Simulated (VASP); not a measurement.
Output of a VASP run:

**OSZICAR**
```
       N       E                     dE             d eps       ncg     rms          rms(c)
DAV:   1     0.113118780785E+03    0.11312E+03   -0.86641E+03  1456   0.121E+03
DAV:   2     0.437185783417E+01   -0.10875E+03   -0.10417E+03  1661   0.285E+02
DAV:   3    -0.691882512489E+00   -0.50637E+01   -0.50465E+01  1691   0.630E+01
DAV:   4    -0.721386808595E+00   -0.29504E-01   -0.29501E-01  1606   0.492E+00
DAV:   5    -0.721580382937E+00   -0.19357E-03   -0.19357E-03  1666   0.367E-01    0.460E+00
DAV:   6    -0.255236693941E+00    0.46634E+00   -0.92903E-01  1565   0.103E+01    0.371E+00
DAV:   7    -0.242882547722E+00    0.12354E-01   -0.14786E-01  1566   0.287E+00    0.173E+00
DAV:   8    -0.242967953988E+00   -0.85406E-04   -0.10623E-02  1511   0.139E+00    0.227E-01
DAV:   9    -0.243054576674E+00   -0.86623E-04   -0.17859E-03  1676   0.527E-01    0.486E-02
DAV:  10    -0.243086280961E+00   -0.31704E-04   -0.17865E-04  1536   0.176E-01    0.373E-02
DAV:  11    -0.243100903750E+00   -0.14623E-04   -0.43882E-05  1546   0.701E-02    0.760E-03
DAV:  12    -0.243099659809E+00    0.12439E-05   -0.30470E-06  1651   0.145E-02    0.169E-03
DAV:  13    -0.243099476111E+00    0.18370E-06   -0.25570E-07  1596   0.447E-03    0.816E-04
DAV:  14    -0.243099447614E+00    0.28497E-07   -0.11300E-08   808   0.143E-03
   1 F= -.24309945E+00 E0= -.24309945E+00  d E =0.000000E+00
```

File OUTCAR:
```
------------------------ aborting loop because EDIFF is reached ----------------------------------------
  FORCE on cell =-STRESS in cart. coord.  units (eV):
  Direction    XX          YY          ZZ          XY          YZ          ZX
  --------------------------------------------------------------------------------------
  Total       -0.0096362     -0.0096362     -0.0096362      0.0000000      0.0000000     -0.0000000
  in kB       -0.2383813     -0.2383813     -0.2383813      0.0000000      0.0000000     -0.0000000
  external PRESSURE =      -0.2383813 kB  Pullay stress =       0.0000000 kB
  volume of cell :       64.77
      direct lattice vectors                 reciprocal lattice vectors
     0.000000000  3.187411946  3.187411946    -0.156867078  0.156867078  0.156867078
     3.187411946  0.000000000  3.187411946     0.156867078 -0.156867078  0.156867078
     3.187411946  3.187411946  0.000000000     0.156867078  0.156867078 -0.156867078
  FREE ENERGIE OF THE ION-ELECTRON SYSTEM (eV)
  ---------------------------------------------------
  free  energy   TOTEN  =        -0.2430994476 eV

  energy  without entropy=       -0.2430994476  energy(sigma->0) =       -0.24309945

 total charge

# of ion       s       p       d       tot
------------------------------------------
    1        0.445   0.245   9.548  10.239
    2        1.466   2.325   0.014   3.805
--------------------------------------------------
tot          1.911   2.571   9.562  14.044
```
(Selected blocks of OUTCAR.)

POSCAR:
```
CdSe
1
    0.0000000000     3.1874119464     3.1874119464
    3.1874119464     0.0000000000     3.1874119464
    3.1874119464     3.1874119464     0.0000000000
Cd Se
1 1
Direct
  0.0000000000   0.0000000000   0.0000000000
  0.2500000000   0.2500000000   0.2500000000
```

### Question
Write an INCAR and KPOINTS that could have produced this output.

### Answer
One answer among several that fit: the input of the run itself, vdW-DF2, plane waves, VASP's PBE PAW potentials (set 64).

KPOINTS:
```
kpoints
0
gamma
  11 11 11
0 0 0
```

**INCAR**
```
EDIFF = 1E-7
LASPH = .TRUE.
SYSTEM = CdSe
ALGO = Normal
LREAL = .FALSE.   # projection in real space or not
LCHARG = .TRUE.
LORBIT = 11
ZAB_VDW = -1.8867
ISIF = 2
NEDOS = 601
NELM = 100   # most electronic steps
GGA = ML
LMAXMIX = 4
ENCUT = 520
PREC = Accurate
LUSE_VDW = .TRUE.
AGGAC = 0.0
ISMEAR = -5   # tetrahedra, Bloechl
LWAVE = .FALSE.
```

POTCAR, in this order: Cd Se (PBE.64 set). Program: vasp_std.

The compound is CdSe in the zinc blende structure, whereas wurtzite is the usual form. It was relaxed first, which changed the volume by +17 %.
